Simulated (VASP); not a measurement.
# Li3Au: Au into a neighbouring Au vacancy, part 3 of 4

Aim: the barrier for one hop in Li3Au: Au into a neighbouring Au vacancy. The start is a cell from a database of measured crystal structures.

VASP 6.6.1; PBEsol; plane waves and PAW (Au, Li).

So far. Step 2 (Relax the host): The run ended after 3 ionic steps, 0.010 eV below its first step, once forces and stress met EDIFFG = -0.02. Step 3 (Relax the start): The run ended after 7 ionic steps, 0.031 eV below its first step, once the forces on the free atoms met EDIFFG = -0.05.

## 4. Relax the end

The end state is relaxed in the same way, so that both ends share their errors.

INCAR

```
SYSTEM = Li4Au
PREC = Normal
ENCUT = 280
EDIFF = 1E-05
NELM = 120
ISMEAR = 1
SIGMA = 0.15
LREAL = Auto
ALGO = Fast
GGA = PS
NBANDS = 37
LORBIT = 11
LWAVE = .FALSE.
LCHARG = .FALSE.
KPAR = 3
IBRION = 2
NSW = 60
ISIF = 2
EDIFFG = -0.05
POTIM = 0.4
MAXMIX = 40
ISYM = 0
```

POSCAR

```
Li4Au
1.0
    6.2311467720      0.0000000000      0.0000000000
    0.0000000000      6.2311467720      0.0000000000
    0.0000000000      0.0000000000      6.2311467720
Au Li
3 12
Direct
    0.0003064702      0.0001142205     -0.0016250353
    0.5019057425      0.0028603626      0.5010298210
   -0.0026262589      0.5023483712      0.4983905370
    0.5028218261      0.4965599032      0.5029351490
   -0.0000643973     -0.0040080869      0.4989924825
    0.0001736511      0.5008755735     -0.0031525116
    0.4964456846      0.0006406029     -0.0014981179
    0.7507558981      0.7524378162      0.7447079168
    0.2508165050      0.2539307274      0.7490450334
    0.2473975430      0.7524144635      0.2508134827
    0.7528754998      0.2488919673      0.2452438345
    0.2496469004      0.2485690334      0.2524885430
    0.7506214999      0.7447654925      0.2461639065
    0.7528366818      0.2521818296      0.7479450224
    0.2499966337      0.7514301494      0.7515034290
```

KPOINTS

```
Automatic mesh
0
Monkhorst-Pack
3 3 3
0 0 0
```

PAW data sets: Au and Li (PBE family, release 64).

Run with:

```sh
> mpirun -np 3 vasp_std
```

What it wrote:

```text
[... set-up lines as in an earlier step ...]
 entering main loop
       N       E                     dE             d eps       ncg     rms          rms(c)
DAV:   1     0.985531496118E+02    0.98553E+02   -0.11563E+04  1036   0.585E+02
DAV:   2    -0.362112336437E+02   -0.13476E+03   -0.11753E+03  1264   0.125E+02
DAV:   3    -0.424698047213E+02   -0.62586E+01   -0.61660E+01  1272   0.262E+01
DAV:   4    -0.425228770779E+02   -0.53072E-01   -0.53028E-01  1267   0.282E+00
DAV:   5    -0.425238567436E+02   -0.97967E-03   -0.97962E-03  1250   0.376E-01    0.115E+01
RMM:   6    -0.393817387549E+02    0.31421E+01   -0.17376E+01  1036   0.162E+01    0.357E+00
RMM:   7    -0.391531304583E+02    0.22861E+00   -0.80434E-01  1036   0.318E+00    0.124E+00
RMM:   8    -0.390858042990E+02    0.67326E-01   -0.13521E-01  1040   0.114E+00    0.432E-01
RMM:   9    -0.390810946135E+02    0.47097E-02   -0.23025E-02  1046   0.590E-01    0.290E-01
RMM:  10    -0.390803242914E+02    0.77032E-03   -0.33729E-03  1043   0.219E-01    0.954E-02
RMM:  11    -0.390802761119E+02    0.48179E-04   -0.13293E-03  1053   0.138E-01    0.481E-02
RMM:  12    -0.390802874247E+02   -0.11313E-04   -0.27977E-04  1090   0.599E-02    0.235E-02
RMM:  13    -0.390802874209E+02    0.38308E-08   -0.26504E-05   785   0.179E-02
   1 F= -.39080287E+02 E0= -.39064136E+02  d E =-.390803E+02
 curvature:   0.00 expect dE= 0.000E+00 dE for cont linesearch  0.000E+00
 trial: gam= 0.00000 g(F)=  0.415E-02 g(S)=  0.000E+00 ort = 0.000E+00 (trialstep = 0.100E+01)
 search vector abs. value=  0.415E-02
 bond charge predicted
       N       E                     dE             d eps       ncg     rms          rms(c)
DAV:   1    -0.390842728767E+02   -0.39855E-02   -0.73508E-02  1216   0.953E-01    0.386E-02
RMM:   2    -0.390841967608E+02    0.76116E-04   -0.96130E-04  1036   0.151E-01    0.230E-02
RMM:   3    -0.390842025863E+02   -0.58255E-05   -0.15070E-04  1040   0.624E-02    0.919E-03
RMM:   4    -0.390842033414E+02   -0.75515E-06   -0.35604E-05   835   0.273E-02
   2 F= -.39084203E+02 E0= -.39068173E+02  d E =-.391592E-02
[...]
3 F= -.39093462E+02 E0= -.39077940E+02  d E =-.131743E-01
[...]
4 F= -.39100263E+02 E0= -.39085972E+02  d E =-.199759E-01
[...]
5 F= -.39100283E+02 E0= -.39085868E+02  d E =-.199954E-01
[...]
6 F= -.39100283E+02 E0= -.39085915E+02  d E =-.199955E-01
 curvature:  -2.94 expect dE=-0.207E-02 dE for cont linesearch -0.315E-05
 trial: gam= 0.18577 g(F)=  0.703E-03 g(S)=  0.000E+00 ort =-0.666E-04 (trialstep = 0.273E+01)
 search vector abs. value=  0.822E-03
 bond charge predicted
       N       E                     dE             d eps       ncg     rms          rms(c)
DAV:   1    -0.391017853510E+02   -0.15012E-02   -0.21943E-01  1056   0.162E+00    0.443E-02
RMM:   2    -0.391018034916E+02   -0.18141E-04   -0.24737E-03  1036   0.251E-01    0.265E-02
RMM:   3    -0.391018494585E+02   -0.45967E-04   -0.47471E-04  1047   0.107E-01    0.417E-02
RMM:   4    -0.391018114350E+02    0.38023E-04   -0.82041E-05  1036   0.428E-02    0.199E-02
RMM:   5    -0.391018025132E+02    0.89219E-05   -0.60107E-05   980   0.332E-02
   7 F= -.39101803E+02 E0= -.39087679E+02  d E =-.151963E-02
 trial-energy change:   -0.001520  1 .order   -0.001506   -0.001888   -0.001124
 step:   6.7514(harm=  6.7514)  dis= 0.01359  next Energy=   -39.102616 (dE=-0.233E-02)
 reached required accuracy - stopping structural energy minimisation
```

Elapsed: 16 s, on 3 MPI ranks of Intel Xeon 6975P-C (Granite Rapids), shared host; peak memory 0.5 GiB.

Parts of OUTCAR (step 4):

```text
 Found     14 irreducible k-points:

   NELECT =      45.0000    total number of electrons

 E-fermi :   2.6739

 k-point     1 :       0.0000    0.0000    0.0000
  band No.  band energies     occupation
    ...
     18      -0.5591      2.00000
     19       1.5345      2.00000
     20       1.5373      2.00000
     21       1.5389      2.00000
     22       2.3208      2.00434
     23       2.7582      0.19519
     24       2.7585      0.19334
     25       2.7590      0.19009
     26       3.3644     -0.00000
     27       3.3671     -0.00000
    ...

 k-point     2 :       0.3333    0.0000    0.0000
  band No.  band energies     occupation
    ...
     20       1.8415      2.00000
     21       1.8420      2.00000
     22       2.5154      2.06006
     23       2.6467      1.30148
     24       2.6482      1.28557
     25       3.0723     -0.00112
     26       3.6922     -0.00000
     27       3.6943     -0.00000
     28       4.0731     -0.00000
     29       5.4849     -0.00000
    ...

  Total        1.0022138      1.0071776      1.0056819     -0.0263734     -0.0351549     -0.0433442
  in kB        6.6369266      6.6697986      6.6598935     -0.1746516     -0.2328054     -0.2870366
  external PRESSURE =       6.6555396 kB  Pullay stress =       0.0000000 kB

 POSITION                                       TOTAL-FORCE (eV/Angst)
 -----------------------------------------------------------------------------------
      0.00861      6.23085      6.22260         0.001304     -0.008322      0.008236
      3.11836      0.00715      3.10946         0.005167      0.004700      0.005270
      0.00096      3.12274      3.11160        -0.022112      0.001092     -0.002334
      3.12892      3.10513      3.11015         0.006516     -0.007519      0.014681
      6.22477      6.22435      3.11104         0.003748     -0.007909     -0.012146
      0.00951      3.12330      6.21559        -0.006865      0.009486      0.010024
      3.10771      0.00949      6.21942        -0.020265      0.009647      0.007315
      4.69315      4.70639      4.64817         0.003991     -0.009694     -0.012642
      1.53182      1.53965      4.64528        -0.000680     -0.010234     -0.024151
      1.54321      4.69211      1.58642        -0.014608      0.020799     -0.015571
      4.70131      1.53026      1.56791         0.013547      0.005932      0.005164
      1.52886      1.54486      1.58192         0.000724     -0.022965     -0.000137
      4.67764      4.69161      1.55566         0.037067      0.009680      0.026675
      4.70720      1.53412      4.64914        -0.002067      0.000253     -0.006301
      1.54479      4.69659      4.63993        -0.005466      0.005054     -0.004083
 -----------------------------------------------------------------------------------
    total drift:                                0.008705      0.006945     -0.003714

  FREE ENERGIE OF THE ION-ELECTRON SYSTEM (eV)
  ---------------------------------------------------
  free  energy   TOTEN  =       -39.1018025132 eV

  energy  without entropy=      -39.0594334152  energy(sigma->0) =      -39.08767948

 total charge
# of ion       s       p       d       tot
------------------------------------------
    1        0.741   0.296   8.643   9.680
    2        0.742   0.296   8.642   9.680
    3        0.741   0.296   8.643   9.680
    4        0.128   0.120   0.000   0.248
    5        0.120   0.133   0.000   0.253
    6        0.128   0.120   0.000   0.248
    7        0.128   0.120   0.000   0.248
    8        0.132   0.157   0.000   0.289
    9        0.132   0.158   0.000   0.290
   10        0.132   0.157   0.000   0.289
   11        0.132   0.157   0.000   0.288
   12        0.132   0.157   0.000   0.289
   13        0.131   0.155   0.000   0.286
   14        0.132   0.158   0.000   0.289
   15        0.132   0.157   0.000   0.289
--------------------------------------------------
tot          3.781   2.637  25.928  32.345

[... 6 parts as in an earlier step ...]

[... 6 further parts left out ...]
```

Relaxation path:

```csv
step,energy less that of the first step (eV),largest force (eV/Å)
1,0.0000,0.1393
2,-0.0039,0.1264
3,-0.0132,0.0933
4,-0.0200,0.0678
5,-0.0200,0.0653
6,-0.0200,0.0655
7,-0.0215,0.0467
```

The atoms that moved most (Å):

```csv
atom,dx,dy,dz,length
Li9,-0.031,-0.043,-0.022,0.057
Li13,0.000,0.051,0.022,0.055
Li15,-0.013,0.014,-0.043,0.047
Li11,0.010,-0.021,0.040,0.046
Li14,0.016,-0.037,-0.011,0.042
Li12,-0.027,-0.004,0.009,0.028
Li4,-0.004,0.011,-0.024,0.026
Li8,0.015,0.018,0.008,0.025
```

Final coordinates:

```xyz
15
Lattice="6.2311 0.0000 0.0000 0.0000 6.2311 0.0000 0.0000 0.0000 6.2311" Properties=species:S:1:pos:R:3 pbc="T T T"
Au    0.0086   -0.0003   -0.0085
Au    3.1184    0.0072    3.1095
Au    0.0010    3.1227    3.1116
Li    3.1289    3.1051    3.1102
Li   -0.0064   -0.0068    3.1110
Li    0.0095    3.1233   -0.0156
Li    3.1077    0.0095   -0.0117
Li    4.6932    4.7064    4.6482
Li    1.5318    1.5397    4.6453
Li    1.5432    4.6921    1.5864
Li    4.7013    1.5303    1.5679
Li    1.5289    1.5449    1.5819
Li    4.6776    4.6916    1.5557
Li    4.7072    1.5341    4.6491
Li    1.5448    4.6966    4.6399
```

This step gave:

```yaml
electronic_cycles: 38
fermi_energy: 2.674 eV
```

The run ended after 7 ionic steps, 0.022 eV below its first step, once the forces on the free atoms met EDIFFG = -0.05.

[end of part 3 of 4]

[Lines on the potential files, build, host, timing and source positions are cut from VASP's logs without a mark.]

[Logs are printed without paths, hosts, clocks, repeated set-up lines and the standing remarks that a program may print on its own settings, such as how far it seeks lower states.]

[Hosts, paths, dates, database ids (printed as entryN), source tags and the programs' standing remarks are cut or masked in the printed files.]

[Runs that stopped without an error message from VASP are left out.]
